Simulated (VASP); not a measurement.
Input:

```yaml
crystal:
  lattice:
    - [2.93363, 0.00000, 0.00000]
    - [0.00000, 2.93363, 0.00000]
    - [0.00000, 0.00000, 2.93363]
  atoms:
    - { symbol: Ni, position: [0.00000, 0.00000, 0.00000] }
    - { symbol: Ge, position: [0.50000, 0.50000, 0.50000] }
```

Calculation: r2SCAN meta-GGA with spin-orbit coupling, VASP's PBE PAW potentials (set 64) (plane waves; VASP). Settings: 400 eV cut-off, 11×11×11 Γ-centred mesh, Gaussian smearing of 0.050 eV, potentials Ni Ge_d.

Problem. Estimate the energy per atom (σ→0), band gap (over mesh and band path) with the smallest direct gap where there is one.

Solution. 
| Property | Value |
|---|---|
| band gap (over mesh and band path) | none (metal, semimetal or under 0.01 eV) |
| energy per atom (σ→0) | -12.894 eV/atom |

Total energies compare only between runs with the same potentials, cut-off and functional.

The structure was generated: NiGe was put into the CsCl type (Pm-3m), which need not be its known phase. It was relaxed first, which changed the volume by +6 %.
